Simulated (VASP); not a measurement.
**TiAl₃ (sg139): computed properties**

Computed with PBEsol GGA, VASP's PBE PAW potentials (set 64) (plane waves; VASP 6.6.1).

```
Quantity                                                                      Result
----------------------------------  ------------------------------------------------
space group                                                             I4/mmm (139)
cell                                a = b = 3.818 Å, c = 8.540 Å, α = β = γ = 90.00°
volume per atom                                                        15.56 Å³/atom
band gap (over mesh and band path)          none (metal, semimetal or under 0.01 eV)
density                                                                   3.44 g/cm³
```

```
CELL_PARAMETERS angstrom
     -1.90881     1.90881     4.27018
      1.90881    -1.90881     4.27018
      1.90881     1.90881    -4.27018
ATOMIC_POSITIONS crystal
  Ti 0.00000 0.00000 0.00000
  Al 0.50000 0.50000 0.00000
  Al 0.75000 0.25000 0.50000
  Al 0.25000 0.75000 0.50000
```

The compound is TiAl3 in the sg139 structure. It was relaxed first. Symmetry was kept, so distortions that lower it aren't found. The electron count is odd and the run is not spin-polarised, which forces a metal.
